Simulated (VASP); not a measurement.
A run of VASP 6.6.1:

Contents of INCAR:

```
SYSTEM = Bi2Se3
  PREC = Accurate
  ENCUT = 600
  EDIFF = 1E-7
  ISMEAR = 0
  SIGMA = 0.03
  LREAL = .False.
  LASPH = .True.
  NELM = 80
  ALGO = Normal
  ISIF = 3
  LWAVE = .False.
  LCHARG = .False.
  GGA = PS
  IBRION = 2
  NSW = 90
  EDIFFG = -0.005
```

File KPOINTS:

```
Automatic mesh
0
Gamma
  8 8 8
  0 0 0
```

The input POSCAR:

```
Bi2Se3                                  
1.0
    2.0659354992      1.1927684166      9.5231891998
   -2.0659354992      1.1927684166      9.5231891998
    0.0000000000     -2.3855368333      9.5231891998
  Bi              Se            
     2     3
Direct
     0.4002891857589822    0.4002891857589822    0.4002891857589822
     0.5997108142410178    0.5997108142410178    0.5997108142410178
     0.0000000000000000    0.0000000000000000    0.0000000000000000
     0.2114285616269133    0.2114285616269133    0.2114285616269133
     0.7885714383730866    0.7885714383730866    0.7885714383730866
```

Potentials or basis: VASP PAW PBE potentials, release 64 (Bi_d, Se).

Command:

```sh
$ cat potpaw_PBE.64/Bi_d/POTCAR potpaw_PBE.64/Se/POTCAR > POTCAR
$ mpirun -np 1 vasp_std > vasp.out
```

Hardware: 1 thread of Intel(R) Xeon(R) Platinum 8559C (Emerald Rapids) (shared host).

Estimate the wall time of this run.

It took 43 min on 1 thread of Intel(R) Xeon(R) Platinum 8559C (Emerald Rapids) (shared host), peak memory 1.1 GiB. Counts: scf iterations 22, k points 65, ion steps 2.
